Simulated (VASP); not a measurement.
OSZICAR of a VASP run on MoSi₂ (MoSi2 type):

OSZICAR:
```
       N       E                     dE             d eps       ncg     rms           ort
DAV:   1     0.172887546744E+03    0.17289E+03   -0.96298E+03  2445   0.117E+03
DAV:   2    -0.319455383946E+01   -0.17608E+03   -0.17359E+03  2445   0.372E+02
DAV:   3    -0.199755608306E+02   -0.16781E+02   -0.16442E+02  2445   0.109E+02
DAV:   4    -0.232701576669E+02   -0.32946E+01   -0.32554E+01  2445   0.414E+01
DAV:   5    -0.239198153660E+02   -0.64966E+00   -0.64455E+00  2445   0.142E+01
SDA:   6    -0.209195371868E+02    0.30003E+01   -0.49209E+01  2445   0.123E+02   0.000E+00
DMP:   7    -0.225800803645E+02   -0.16605E+01   -0.84025E+00  2445   0.372E+01  -0.425E+01
DMP:   8    -0.229718805875E+02   -0.39180E+00   -0.49865E+00  2445   0.130E+01  -0.136E+00
DMP:   9    -0.231188050533E+02   -0.14692E+00   -0.17471E+00  2445   0.634E+00  -0.516E+00
DMP:  10    -0.232035165084E+02   -0.84711E-01   -0.69977E-01  2445   0.181E+00  -0.161E-01
DMP:  11    -0.232315861568E+02   -0.28070E-01   -0.27756E-01  2445   0.833E-01  -0.365E-01
DMP:  12    -0.232457127011E+02   -0.14127E-01   -0.11521E-01  2445   0.286E-01   0.498E-03
DMP:  13    -0.232519163395E+02   -0.62036E-02   -0.50655E-02  2445   0.119E-01   0.189E-02
DMP:  14    -0.232545589722E+02   -0.26426E-02   -0.13555E-02  2445   0.324E-02   0.401E-03
DMP:  15    -0.232553747000E+02   -0.81573E-03   -0.97916E-03  2445   0.224E-02   0.540E-03
DMP:  16    -0.232559932383E+02   -0.61854E-03   -0.23228E-03  2445   0.352E-03   0.598E-03
DMP:  17    -0.232561008281E+02   -0.10759E-03   -0.98824E-04  2445   0.268E-03  -0.538E-04
DMP:  18    -0.232561672680E+02   -0.66440E-04   -0.43880E-04  2445   0.805E-04   0.764E-04
DMP:  19    -0.232561909503E+02   -0.23682E-04   -0.12100E-04  2445   0.282E-04   0.525E-05
DMP:  20    -0.232561974107E+02   -0.64605E-05   -0.53811E-05  2445   0.121E-04   0.350E-05
DMP:  21    -0.232562003282E+02   -0.29174E-05   -0.25670E-05  2445   0.552E-05   0.236E-05
DMP:  22    -0.232562020327E+02   -0.17046E-05   -0.84252E-06  2445   0.149E-05   0.162E-05
DMP:  23    -0.232562026223E+02   -0.58953E-06   -0.35874E-06  2445   0.814E-06   0.217E-06
   1 F= -.23256203E+02 E0= -.23256045E+02  d E =-.472437E-03
```

Task: Which electronic solver shows in the log?

Result: It is blocked Davidson (ALGO = Normal, or the opening steps of other solvers) and then steepest descent (the opening step of the all-band solvers) and then damped velocity friction (ALGO = Damped). The INCAR had ALGO = Damped.

Task: Can the final energy be trusted as converged?

Result: The run converged. It stopped with EDIFF = 1E-6, NELM = 100 (PBE GGA, plane waves, VASP's PBE PAW potentials (set 64)).

The compound is MoSi2 in the MoSi2 type structure. The cell was not relaxed at this level. The run is one of a series of settings (ALGO = Damped against the base run), some of them coarse on purpose.
